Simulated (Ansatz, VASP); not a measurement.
Ta3AsAu2O13: VASP beside Ansatz

```
Ta As Au O
1.0
     5.40201   -0.00077   -0.00162
    -2.01720    5.60758   -0.00284
    -0.71822   -1.86353    8.44196
Ta As Au O
3 1 2 13
Direct
  0.37386 0.58885 0.59831
  0.46236 0.26627 0.18689
  0.70830 0.86746 0.02761
  0.97877 0.98236 0.65371
  0.10388 0.53998 0.17237
  0.66302 0.32022 0.80522
  0.06196 0.03577 0.14158
  0.98182 0.01457 0.85130
  0.11152 0.27055 0.61508
  0.16027 0.81199 0.58364
  0.43055 0.53360 0.06777
  0.91171 0.61275 0.98081
  0.60406 0.15754 0.98626
  0.55565 0.98713 0.20984
  0.30756 0.45473 0.35006
  0.79668 0.50556 0.28659
  0.66380 0.88131 0.55106
  0.47145 0.71751 0.81742
  0.65279 0.45184 0.61449
```

The cell was built by a generator and needn't be a form met in nature.

Alike in both runs: functional PBE; k mesh 6 × 5 × 3; occupations fermi-dirac, width 0.05 eV; no spin polarisation.

|  | VASP | Ansatz |
| --- | --- | --- |
| version | VASP 6.6.1 | Ansatz 0.2.0 |
| potentials or method | VASP PAW PBE potentials, release 64 (Ta_pv, As, Au, O) | PseudoDojo standard (PBE files) |
| plane-wave cutoff (eV) | 520 | 1143 |
| valence electrons in the cell | 138 | 170 |
| task | atomic charges | single point |

```csv
,VASP,Ansatz,Ansatz less VASP
gap on the k mesh at the Fermi level (eV),0.51,0.51,0.000
least direct gap on the mesh (eV),0.58,0.58,+0.002
pressure (GPa),1.0,-0.7,-1.71
largest component of the traceless stress (GPa),0.17,0.04,-0.127
rms of the force components (eV/Å),0.096,0.035,-0.0617
```

Atom by atom the forces differ by 0.112 eV/Å (rms over components). The functional is the same, so the differences come from potentials, cutoffs and numerics. The two sets of potentials don't hold the same shells in valence.

Caveats: spin-orbit coupling is left out, which moves the levels of the heavy elements; an odd mesh through Γ misses points on the zone boundary, where band edges often lie (VASP); odd divisions of the mesh miss points on the zone boundary, where band edges often lie, so the gap on the mesh can be too wide (Ansatz). A hybrid or GW would open this gap; PBE tends to underestimate it.
